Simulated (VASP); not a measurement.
```
ZnO
1.0
    1.62500    -2.81458     0.00000
    1.62500     2.81458     0.00000
    0.00000     0.00000     5.21000
Zn O
2 2
Direct
  0.66667   0.33333   0.50000
  0.33333   0.66667   0.00000
  0.66667   0.33333   0.88200
  0.33333   0.66667   0.38200
```

The base run (VASP): PBE GGA, plane waves, VASP's PBE PAW potentials (set 64). Numerical set-up: 520 eV cut-off, 8×8×5 Γ-centred mesh, Gaussian smearing of 0.050 eV, potentials Zn O.

One setting is varied; ΔE counts from the most expensive setting. The base run took about 10 core-seconds. Times come from single runs on busy shared machines, so they are rough: good to a factor of about 2.

The pressure holds a Pulay error that falls with the cut-off, as the column shows.

| setting | cost over the base run | electronic steps | ΔE (meV/atom) | pressure (GPa) |
|---|---|---|---|---|
| ENCUT = 250 | ___ | ___ | ___ | ___ |
| ENCUT = 350 | within a factor of 2 | 15 | -17.0 | -7.35 |
| ENCUT = 450 | within a factor of 2 | 15 | 0.7 | 4.76 |
| ENCUT = 500 | within a factor of 2 | 15 | 2.8 | 5.74 |
| base run | reference | 15 | 2.8 | 5.81 |
| ENCUT = 600 | within a factor of 2 | 15 | 1.8 | 5.62 |
| ENCUT = 650 | within a factor of 2 | 15 | 1.0 | 5.57 |
| ENCUT = 750 | within a factor of 2 | 15 | 0.0 | 5.72 |

Q: What belongs in the gaps?

A: 
- ENCUT = 250, cost over the base run: about 1/2
- ENCUT = 250, electronic steps: 14
- ENCUT = 250, ΔE (meV/atom): -141.9
- ENCUT = 250, pressure (GPa): -67.62

Left out are runs that failed, have no time on record or changed the cell.

The compound is ZnO in the wurtzite structure. The cell was not relaxed at this level.
